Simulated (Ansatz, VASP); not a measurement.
**Y2Te in VASP and in Ansatz**

```
Y Te
1.0
     0.00000    3.57957    3.57957
     3.57957    0.00000    3.57957
     3.57957    3.57957    0.00000
Y Te
2 1
Cartesian
  1.7898 1.7898 1.7898
  5.3694 5.3694 5.3694
  0.0000 0.0000 0.0000
```

Alike in both runs: functional PBE; k mesh 12 × 12 × 12; occupations gaussian, width 0.1 eV; no spin polarisation.

Ansatz relaxed the structure, and its values are those at the end. VASP's run is a single point on that final structure, the one shown.

```csv
,VASP,Ansatz
version,VASP 6.6.1,Ansatz 0.2.0
potentials or method,"VASP PAW PBE potentials, release 64 (Y_sv, Te)","scalar-relativistic, plane waves, PAW"
plane-wave cutoff (eV),520,420
valence electrons in the cell,28,38
```

```tsv
	VASP	Ansatz	Ansatz less VASP
gap on the k mesh at the Fermi level (eV)	none	none	-
pressure (GPa)	0.0	0.0	0.00
```

A gap of «none» marks a metal or a gap that the smearing closes. The two sets of potentials don't hold the same shells in valence.

Spin-orbit coupling is left out, which matters for the levels of Te.
